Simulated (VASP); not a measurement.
Input:

```xyz
3
Lattice="0.0000 2.8363 2.8363 2.8363 0.0000 2.8363 2.8363 2.8363 0.0000" Properties=species:S:1:pos:R:3 pbc="T T T"
Li     1.4182     1.4182     1.4182
Li     4.2545     4.2545     4.2545
S      0.0000     0.0000     0.0000
```

All values below come from SCAN meta-GGA, VASP's PBE PAW potentials (set 64) (plane waves; VASP 6.6.1). Numerical set-up: 520 eV cut-off, 8×8×8 Γ-centred mesh, tetrahedra with Blöchl corrections, potentials Li_sv S.

**Question.** Give the energies of bands 4 to 9 at the high-symmetry points, in eV from the valence-band maximum.

**Answer.** 
```json
[
 {"band": "4", "Γ": "0.00", "X": "-2.18", "U": "-2.10", "L": "-2.92", "W": "-1.84"},
 {"band": "5", "Γ": "0.00", "X": "-1.45", "U": "-1.98", "L": "-0.52", "W": "-1.84"},
 {"band": "6", "Γ": "0.00", "X": "-1.45", "U": "-1.17", "L": "-0.52", "W": "-1.78"},
 {"band": "7", "Γ": "5.11", "X": "3.86", "U": "5.12", "L": "7.03", "W": "5.96"},
 {"band": "8", "Γ": "6.93", "X": "7.93", "U": "8.90", "L": "7.22", "W": "8.12"},
 {"band": "9", "Γ": "6.93", "X": "12.21", "U": "10.39", "L": "7.22", "W": "9.80"}
]
```

The gap is indirect, 3.86 eV, from the valence maximum at Γ to the conduction minimum at X.

The compound is Li2S in the antifluorite structure. It was relaxed first.
